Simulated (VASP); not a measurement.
Consider the following.

```xyz
4
Lattice="4.2226 0.0000 0.0000 -2.1113 3.6569 0.0000 0.0000 0.0000 5.8087" Properties=species:S:1:pos:R:3 pbc="T T T"
Bi     0.0000     2.4379     1.4522
Bi     2.1113     1.2190     4.3565
Rh     0.0000     0.0000     2.9043
Rh     0.0000     0.0000     0.0000
```

The numbers are results of LDA (Ceperley-Alder, Perdew-Zunger), VASP's LDA PAW potentials (set 64) (plane waves; VASP), not measurements. Settings: 300 eV cut-off, 9×9×6 Γ-centred mesh, Fermi-Dirac smearing of 0.14 eV, potentials Bi_d Rh_pv.

At this cut-off the stress carries a Pulay error, which pulls relaxed volumes low.

Give the stress tensor in GPa (positive for a compressed cell).

```
-11.19    0.00    0.00
  0.00  -11.19    0.00
  0.00    0.00  -12.27
```
The pressure is its mean diagonal, -11.55 GPa.

The structure comes from a computed database's BiRh entry (P6_3/mmc); how it stands against other phases isn't given here. The cell was not relaxed at this level.
